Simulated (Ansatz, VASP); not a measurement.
**One calculation of CsKICl, two programs**

File INCAR:

```
SYSTEM = CsKICl
PREC = Accurate
ENCUT = 520
EDIFF = 1E-6
ISMEAR = 0
SIGMA = 0.01
LREAL = .FALSE.
LASPH = .TRUE.
NELM = 100
ALGO = Normal
ISIF = 2
LWAVE = .FALSE.
LCHARG = .FALSE.
NBANDS = 24
```

KPOINTS

```
Automatic mesh
0
G
  4 4 3
  0 0 0
```

The input POSCAR:

```
CsKICl
1.0
    4.9911130000      0.0000000000      0.0000000000
    0.0000000000      4.9911130000      0.0000000000
    0.0000000000      0.0000000000      7.5094190000
K Cs I Cl
1 1 1 1
Direct
    0.0000000000      0.0000000000      0.0000000000
    0.5000000000      0.5000000000      0.5000000000
    0.5000000000      0.5000000000      0.0000000000
    0.0000000000      0.0000000000      0.5000000000
```

Input for Ansatz:

```yaml
crystal:
  lattice:
    - [4.991113, 0.0, 0.0]
    - [0.0, 4.991113, 0.0]
    - [0.0, 0.0, 7.509419]
  atoms:
    - { symbol: K, position: [0.0, 0.0, 0.0] }
    - { symbol: Cs, position: [0.5, 0.5, 0.5] }
    - { symbol: I, position: [0.5, 0.5, 0.0] }
    - { symbol: Cl, position: [0.0, 0.0, 0.5] }
accuracy: medium
basis:
  ecutwfc: 420.0
kpoints:
  mp_grid:
    grid: [4, 4, 3]
  band_path:
    path:
      - [0.0, 0.0, 0.0]
      - [0.0, 0.5, 0.0]
      - [0.5, 0.5, 0.0]
      - [0.0, 0.0, 0.5]
      - [0.0, 0.5, 0.5]
      - [0.5, 0.5, 0.5]
    npoints: 1
hamiltonian:
  xc: lda
scf:
  n_extra_bands: 6
  occupations:
    method: fixed
  eigensolver:
    kind: davidson
    mixed_precision: false
  initial_density:
    normalization: cell
output:
  fatbands: true
```

The cell comes from a database or a generator and needn't be the stable form of this composition.

Alike in both runs: task single point; functional LDA; k mesh 4 × 4 × 3; no spin polarisation.

|  | VASP | Ansatz |
| --- | --- | --- |
| version | VASP 6.6.1 | Ansatz 0.2.0 |
| potentials or method | VASP PAW LDA potentials, release 64 (K_sv, Cs_sv, I, Cl) | plane waves, PAW |
| plane-wave cutoff (eV) | 520 | 420 |
| occupations | gaussian, width 0.01 eV | fixed |
| valence electrons in the cell | 32 | 42 |

```tsv
	VASP	Ansatz	Ansatz less VASP
gap on the k mesh at the Fermi level (eV)	3.73	3.72	-0.005
```

The two sets of potentials don't hold the same shells in valence.

Caveats: spin-orbit coupling is left out, which moves the levels of the heavy elements; an odd mesh through Γ misses points on the zone boundary, where band edges often lie.
